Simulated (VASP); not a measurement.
InSb (space group F-43m): the measured cell of entry 1538889 of the Crystallography Open Database is

```cif
data_InSb
_chemical_formula_sum 'Sb1 In1'
_space_group_name_H-M_alt 'P 1'
_space_group_IT_number 1
_cell_length_a 4.57498
_cell_length_b 4.57498
_cell_length_c 4.57498
_cell_angle_alpha 60.000
_cell_angle_beta 60.000
_cell_angle_gamma 60.000
loop_
_space_group_symop_operation_xyz
  'x, y, z'
loop_
_atom_site_label
_atom_site_type_symbol
_atom_site_fract_x
_atom_site_fract_y
_atom_site_fract_z
_atom_site_occupancy
Sb1 Sb 0.25000 0.25000 0.25000 1
In1 In 0.00000 0.00000 0.00000 1
```

Method: PBEsol GGA, VASP's PBE PAW potentials (set 64) (plane waves; VASP). Settings: 400 eV cut-off, 11×11×11 Γ-centred mesh, tetrahedra with Blöchl corrections, potentials Sb In_d.

The calculation is for a static lattice at zero pressure; the measurement, whose temperature isn't given here, holds thermal and zero-point expansion. The entry's conditions were not checked, so it may have been measured under pressure.

### Question
How far does the relaxed conventional cell lie from the measured one?

### Answer

```tsv
	measured	computed	difference
a (Å)	6.470	6.519	+0.8 %
V (Å³/atom)	33.86	34.62	+2.3 %
```

The structure comes from a measured InSb entry (F-43m) of the Crystallography Open Database, whose conditions weren't checked. It was relaxed first. Symmetry was kept, so distortions that lower it aren't found.
